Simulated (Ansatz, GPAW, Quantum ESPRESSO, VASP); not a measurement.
Code comparison for Ba (Im-3m, 1 atom in the cell)

Self-consistent single point, at a second geometry (lattice scaled by 0.98). First geometry:

```
Ba
1.0
   -2.51502     2.51502     2.51502
    2.51502    -2.51502     2.51502
    2.51502     2.51502    -2.51502
Ba
1
Direct
  0.00000   0.00000   0.00000
```

Shared settings, as Ansatz (a program for electronic structure) writes them: kpoints.mp_grid.grid = 12 12 12; scf.occupations.method = gaussian; scf.occupations.width = 0.1 eV. Potentials and cutoffs stand in the table.

```json
[
 {"code": "Quantum ESPRESSO", "model": "PBE, PseudoDojo standard norm-conserving (PBE) pseudopotentials", "ΔF from the first geometry (meV/atom)": "4.9", "pressure (GPa)": "0.49", "cutoff": "60 Ry"},
 {"code": "GPAW", "model": "PBE, GPAW PAW datasets PBE (gpaw-data 1.0.1)", "ΔF from the first geometry (meV/atom)": "6.3", "pressure (GPa)": "0.56", "cutoff": "550 eV"},
 {"code": "Ansatz", "model": "PBE, default PAW files", "ΔF from the first geometry (meV/atom)": "5.0", "pressure (GPa)": "0.50", "cutoff": "default"},
 {"code": "VASP", "model": "PBE, VASP's PBE PAW potentials (set 64)", "ΔF from the first geometry (meV/atom)": "6.4", "pressure (GPa)": "0.56", "cutoff": "300 eV"}
]
```

The spread over the programs that give each value: ΔF from the first geometry within 1.5 meV/atom; pressure within 0.07 GPa.

Ansatz's pressure is given at a fixed set of plane waves, as the other plane-wave codes print theirs.

VASP's run is marked for a possible Pulay error in its stress at this cutoff; no cutoff test was made.

The starting cell has typed, rounded lattice constants, without a prior relaxation at this level. Its lattice was rescaled by a random factor within 2.5 % of one. For this run, on top of that: lattice scaled by 0.98.

Left out of this page: ABINIT, CP2K, Elk, FLEUR and SIESTA (not drawn, or without a comparable value).

Keys are those of Ansatz 0.2.
